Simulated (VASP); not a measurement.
# Sn3SO2 (P6/mmm) in VASP: further runs

The runs below take Sn3SO2 through relaxation of cell and atoms, relaxation of the atoms, with PBE, PBEsol.

Everything below comes from runs of VASP 6.6.1. Logs are shortened: lines on timing, memory, paths and dates and some standing lists are left out, and cuts for length are marked.

**1. The crystal as given**

Symmetry: P6/mmm, No. 191, hexagonal system. Conventional cell: a = 6.351 Å, b = 6.351 Å, c = 3.516 Å, α = 90.00°, β = 90.00°, γ = 120.00°. Sn (site symmetry mmm) has 4 O at 2.54 Å as nearest neighbours. Around S (site symmetry 6/mmm) lie 2 S at 3.52 Å and 12 Sn at 3.63 Å and 6 O at 3.67 Å. O (site symmetry -6m2) has 6 Sn at 2.54 Å as nearest neighbours.

The cell was built by a generator and needn't be a form met in nature.

**2. Relaxation of cell and atoms, PBE**

The input, INCAR:

```
SYSTEM = Sn3SO2
PREC     = Accurate       ! precision mode
ENCUT    = 600            ! plane-wave cutoff, eV
EDIFF    = 1E-6           ! SCF threshold, eV
ISMEAR   = 0              ! smearing method
SIGMA    = 0.05           ! smearing width, eV
LREAL    = .False.        ! projectors in reciprocal space
LASPH    = .True.         ! aspherical terms in the spheres
NELM     = 80             ! most SCF steps
ALGO     = Normal         ! electronic algorithm
ISIF     = 3              ! what is computed and relaxed
LWAVE    = .False.        ! write WAVECAR
LCHARG   = .False.        ! write CHGCAR
GGA      = PE             ! functional
IBRION   = 2              ! ionic algorithm
NSW      = 40             ! ionic steps
EDIFFG   = -0.005         ! ionic threshold
```

The input, KPOINTS:

```
Automatic mesh
0
Gamma
  5 5 8
  0 0 0
```

The input, POSCAR:

```
Sn3SO2
1.0
    6.3513525000      0.0000000000      0.0000000000
   -3.1756762500      5.5004326100      0.0000000000
    0.0000000000      0.0000000000      3.5157326300
Sn S O
3 1 2
Direct
    0.5000000000      0.0000000000      0.5000000000
    0.0000000000      0.5000000000      0.5000000000
    0.5000000000      0.5000000000      0.5000000000
    0.0000000000      0.0000000000      0.0000000000
    0.6666666700      0.3333333300      0.0000000000
    0.3333333300      0.6666666700      0.0000000000
```

Potentials or basis: VASP PAW PBE potentials, release 64 (Sn_d, S, O).

Started as:

```console
$ cat potpaw_PBE.64/Sn_d/POTCAR potpaw_PBE.64/S/POTCAR potpaw_PBE.64/O/POTCAR > POTCAR
$ mpirun -np 1 vasp_std > vasp.out
```

OUTCAR:

```text
SYSTEM = Sn3SO2
   PREC = Accurate
   ENCUT = 600
   EDIFF = 1E-6
   ISMEAR = 0
   LREAL = .False.
   LASPH = .True.
   NELM = 80
   ISIF = 3
   GGA = PE
   IBRION = 2
   NSW = 40
   EDIFFG = -0.005

 ion  position               nearest neighbor table
   1  0.500  0.000  0.500-   5 2.54   6 2.54   5 2.54   6 2.54   2 3.18   3 3.18   3 3.18   2 3.18

   2  0.000  0.500  0.500-   5 2.54   6 2.54   5 2.54   6 2.54   1 3.18   1 3.18   3 3.18   3 3.18

   3  0.500  0.500  0.500-   5 2.54   6 2.54   5 2.54   6 2.54   1 3.18   1 3.18   2 3.18   2 3.18

   4  0.000  0.000  0.000-
   5  0.667  0.333  0.000-   1 2.54   1 2.54   2 2.54   2 2.54   3 2.54   3 2.54
   6  0.333  0.667  0.000-   1 2.54   1 2.54   2 2.54   2 2.54   3 2.54   3 2.54

  LATTYP: Found a hexagonal cell.
 ALAT       =     6.3513525000
 C/A-ratio  =     0.5535407821

  Lattice vectors:

 A1 = (   6.3513525000,   0.0000000000,   0.0000000000)
 A2 = (  -3.1756762500,   5.5004326100,   0.0000000000)
 A3 = (   0.0000000000,   0.0000000000,   3.5157326300)

Analysis of symmetry for initial positions (statically):
=====================================================================
 Subroutine PRICEL returns:
 Original cell was already a primitive cell.

 Routine SETGRP: Setting up the symmetry group for a
 hexagonal supercell.

 Subroutine GETGRP returns: Found 24 space group operations
 (whereof 24 operations were pure point group operations)
 out of a pool of 24 trial point group operations.

The static configuration has the point symmetry D_6h.

Analysis of symmetry for dynamics (positions and initial velocities):
=====================================================================
 Subroutine PRICEL returns:
 Original cell was already a primitive cell.

 Routine SETGRP: Setting up the symmetry group for a
 hexagonal supercell.

 Subroutine GETGRP returns: Found 24 space group operations
 (whereof 24 operations were pure point group operations)
 out of a pool of 24 trial point group operations.

The dynamic configuration has the point symmetry D_6h.

 Subroutine INISYM returns: Found 24 space group operations
 (whereof 24 operations are pure point group operations),
 and found     1 'primitive' translations

----------------------------------------------------------------------------------------

                                     Primitive cell

  volume of cell :     122.8228

  direct lattice vectors                    reciprocal lattice vectors
     6.351352500  0.000000000  0.000000000     0.157446780  0.090901941  0.000000000
    -3.175676250  5.500432610  0.000000000     0.000000000  0.181803882  0.000000000
     0.000000000  0.000000000  3.515732630     0.000000000  0.000000000  0.284435737

  length of vectors
     6.351352500  6.351352497  3.515732630     0.181803882  0.181803882  0.284435737

  position of ions in fractional coordinates (direct lattice)
     0.500000000  0.000000000  0.500000000
     0.000000000  0.500000000  0.500000000
     0.500000000  0.500000000  0.500000000
     0.000000000  0.000000000  0.000000000
     0.666666670  0.333333330  0.000000000
     0.333333330  0.666666670  0.000000000

  ion indices of the primitive-cell ions
   primitive index   ion index
                 1           1
                 2           2
                 3           3
                 4           4
                 5           5
                 6           6

----------------------------------------------------------------------------------------

 KPOINTS: Automatic mesh

Automatic generation of k-mesh.
 Grid dimensions read from file:
 generate k-points for:    5    5    8

 Generating k-lattice:

  Cartesian coordinates                     Fractional coordinates (reciprocal lattice)
     0.031489356  0.018180388  0.000000000     0.200000000 -0.000000000  0.000000000
     0.000000000  0.036360776  0.000000000     0.000000000  0.200000000  0.000000000
     0.000000000  0.000000000  0.035554467     0.000000000  0.000000000  0.125000000

  Length of vectors
     0.036360776  0.036360776  0.035554467

  Shift w.r.t. Gamma in fractional coordinates (k-lattice)
     0.000000000  0.000000000  0.000000000

 Subroutine IBZKPT returns following result:
 ===========================================

 Found     25 irreducible k-points:

 Following reciprocal coordinates:
            Coordinates               Weight
  0.000000  0.000000  0.000000      1.000000
  0.200000  0.000000  0.000000      6.000000
  0.400000  0.000000  0.000000      6.000000
  0.200000  0.200000  0.000000      6.000000
  0.400000  0.200000  0.000000      6.000000
  0.000000  0.000000  0.125000      2.000000
[... 16 lines left out ...]
  0.400000  0.000000  0.500000      6.000000
  0.200000  0.200000  0.500000      6.000000
   k-points           NKPTS =     25   k-points in BZ     NKDIM =     25   number of bands    NBANDS=     36
   number of dos      NEDOS =    301   number of ions     NIONS =      6
   total plane-waves  NPLWV =  81648
   dimension x,y,z NGX =    54 NGY =   54 NGZ =   28
   dimension x,y,z NGXF=   108 NGYF=  108 NGZF=   56
   ions per type =               3   1   2
   NGX,Y,Z   is equivalent  to a cutoff of  14.13, 14.13, 13.24 a.u.
   NGXF,Y,Z  is equivalent  to a cutoff of  28.27, 28.27, 26.48 a.u.
 SYSTEM =  Sn3SO2
   PREC   = accura    normal or accurate (medium, high low for compatibility)
   ISTART =      0    job   : 0-new  1-cont  2-samecut
   ICHARG =      2    charge: 1-file 2-atom 10-const
   ISPIN  =      1    spin polarized calculation?
   LNONCOLLINEAR =      F non collinear calculations
   LSORBIT =      F    spin-orbit coupling
   LASPH  =      T    aspherical Exc in radial PAW
   ENCUT  =  600.0 eV  44.10 Ry    6.64 a.u.  12.69 12.69  7.02*2*pi/ulx,y,z
   NELM   =     80;   NELMIN=  2; NELMDL= -5     # of ELM steps
   EDIFF  = 0.1E-05   stopping-criterion for ELM
   LREAL  =      F    real-space projection
   EDIFFG = -.5E-02   stopping-criterion for IOM
   NSW    =     40    number of steps for IOM
   IBRION =      2    ionic relax: 0-MD 1-quasi-New 2-CG
   NFREE  =      1    steps in history (QN), initial steepest desc. (CG)
   ISIF   =      3    stress and relaxation
   ISYM   =      2    0-nonsym 1-usesym 2-fastsym
   POTIM  = 0.5000    time-step for ionic-motion
   TEBEG  =    0.0;   TEEND  =   0.0 temperature during run
   PSTRESS=    0.0 pullay stress
   NELECT =      60.0000    total number of electrons
   NUPDOWN=      -1.0000    fix difference up-down
   EMIN   =  10.00;   EMAX   =-10.00  energy-range for DOS
   EFERMI =   0.00;   METHOD = LEGACY
   ISMEAR =     0;   SIGMA  =   0.05  broadening in eV -4-tet -1-fermi 0-gaus
   EFERMI_NEDOS =   21; number of points for ismear=-14 and -15
   IALGO  =     38    algorithm
   IMIX   =      4    mixing-type and parameters
     AMIX     =   0.40;   BMIX     =  1.00
     AMIX_MAG =   1.60;   BMIX_MAG =  1.00
  volume/ion in A,a.u.               =      20.47       138.14
  Fermi-wavevector in a.u.,A,eV,Ry     =   1.289335  2.436489 22.618101  1.662384
  Thomas-Fermi vector in A             =   2.421234
   LORBIT       =      0    0 simple, 1 ext, 2 COOP (PROOUT), +10 PAW based schemes
   GGA     = PE    functional components
   LHFCALC =     F    Hartree Fock is set to
   AEXX    =    0.0000 exact exchange contribution
   IVDW    =     0    specifies the selected vdW correction
   LEPSILON=     F    determine dielectric tensor
   LRPA    =     F    only Hartree local field effects (RPA)
 conjugate gradient relaxation of ions
 non-spin polarized calculation
 Gauss-broadening in eV      SIGMA  =   0.05
  energy-cutoff  :      600.00
  volume of cell :      122.82
 maximum number of plane-waves:      4126
 NGX is ok and might be reduce to    54
   NGX = 25   NGY = 25   NGZ = 15

--------------------------------------- Ionic step        1  -------------------------------------------

 number of electron      60.0000022 magnetization

 Free energy of the ion-electron system (eV)
  ---------------------------------------------------
  ext. energy  EPLUGINS =         0.00000000
  ---------------------------------------------------
  free energy    TOTEN  =       -27.39303626 eV

  energy without entropy =      -27.39098124  energy(sigma->0) =      -27.39200875

------------------------ aborting loop because EDIFF is reached ----------------------------------------

  FORCE on cell =-STRESS in cart. coord.  units (eV):
  Direction    XX          YY          ZZ          XY          YZ          ZX
  --------------------------------------------------------------------------------------
  -------------------------------------------------------------------------------------
  Total       -0.2939940     -0.2939940     -3.3839384      0.0000000      0.0000000     -0.0000000
  in kB       -3.8350423     -3.8350423    -44.1422153      0.0000000      0.0000000     -0.0000000
  external PRESSURE =     -17.2707666 kB  Pullay stress =       0.0000000 kB
[... 305 lines left out ...]
  energy  without entropy=      -27.4568735575  energy(sigma->0) =      -27.45717717

--------------------------------------- Ionic step        9  -------------------------------------------

 number of electron      60.0000005 magnetization

 Free energy of the ion-electron system (eV)
  ---------------------------------------------------
  ext. energy  EPLUGINS =         0.00000000
  ---------------------------------------------------
  free energy    TOTEN  =       -27.45749176 eV

  energy without entropy =      -27.45687145  energy(sigma->0) =      -27.45718160

 E-fermi :   6.3931     XC(G=0): -10.1473

 val. band max:        6.3666743299   @ k =   0.0000   0.0000   0.3750
 cond. band min:       6.4572820421   @ k =   0.0000   0.0000   0.1250
 fundamental gap:      0.0906077122
 Fermi energy:         6.3930673184

 k-point     1 :       0.0000    0.0000    0.0000
  band No.  band energies     occupation
      1     -15.5783      2.00000
      2     -15.5177      2.00000
      3     -15.5177      2.00000
      4     -15.5128      2.00000
      5     -15.4066      2.00000
      6     -15.4066      2.00000
[... 925 lines left out ...]
     35       9.6731      0.00000
     36       9.9398      0.00000

 [... further k-points ...]

------------------------ aborting loop because EDIFF is reached ----------------------------------------

  FORCE on cell =-STRESS in cart. coord.  units (eV):
  Direction    XX          YY          ZZ          XY          YZ          ZX
  --------------------------------------------------------------------------------------
  -------------------------------------------------------------------------------------
  Total       -0.0053370     -0.0053370      0.0056833     -0.0000000      0.0000000      0.0000000
  in kB       -0.0704990     -0.0704990      0.0750738     -0.0000000      0.0000000      0.0000000
  external PRESSURE =      -0.0219747 kB  Pullay stress =       0.0000000 kB
[... 21 lines left out ...]
  FREE ENERGIE OF THE ION-ELECTRON SYSTEM (eV)
  ---------------------------------------------------
  free  energy   TOTEN  =       -27.4574917629 eV

  energy  without entropy=      -27.4568714461  energy(sigma->0) =      -27.45718160

 reached required accuracy - stopping structural energy minimisation
```

It took 22 min on 1 thread of Intel Xeon Platinum 8175M at 2.50GHz (Skylake/Cascade Lake), shared host; peak memory 0.35 GiB.

Results:

```
Free energy                            : -27.4575 eV
Relaxed volume                         : 20.21 Å³/atom
Relaxed cell                           : a = 6.442 Å, b = 6.442 Å, c = 3.375 Å, α = 90.00°, β = 90.00°, γ = 120.00°
Space group after relaxing (to 0.05 Å) : P6/mmm (No. 191)
Energy gained by relaxing              : 10.7 meV/atom
Ionic steps                            : 9
Pressure after relaxing                : 0.0 GPa
Band gap on the k mesh                 : none (metal or under the smearing width)
```

Step by step:
```csv
step,energy change (eV),largest force (eV/Å),pressure (GPa),volume (Å³)
1,0.0000,0.0000,-1.73,122.82
2,-0.0462,0.0000,0.97,118.92
3,-0.0464,0.0000,0.83,119.09
4,-0.0589,0.0000,0.39,120.17
5,-0.0630,0.0000,-0.32,122.03
6,-0.0644,0.0000,-0.07,121.36
7,-0.0644,0.0000,-0.09,121.42
8,-0.0644,0.0000,0.04,121.24
9,-0.0645,0.0000,0.00,121.29
```

Final structure:
```cif
data_structure
_symmetry_space_group_name_H-M 'P 1'
_symmetry_Int_Tables_number 1
_cell_length_a 6.4418
_cell_length_b 6.4418
_cell_length_c 3.3750
_cell_angle_alpha 90.000
_cell_angle_beta 90.000
_cell_angle_gamma 120.000
_cell_volume 121.29
loop_
_atom_site_label
_atom_site_type_symbol
_atom_site_fract_x
_atom_site_fract_y
_atom_site_fract_z
_atom_site_occupancy
Sn1 Sn 0.50000 0.00000 0.50000 1
Sn2 Sn 0.00000 0.50000 0.50000 1
Sn3 Sn 0.50000 0.50000 0.50000 1
S1 S 0.00000 0.00000 0.00000 1
O1 O 0.66667 0.33333 0.00000 1
O2 O 0.33333 0.66667 0.00000 1
```

(Part 1 of 2 ends here.)
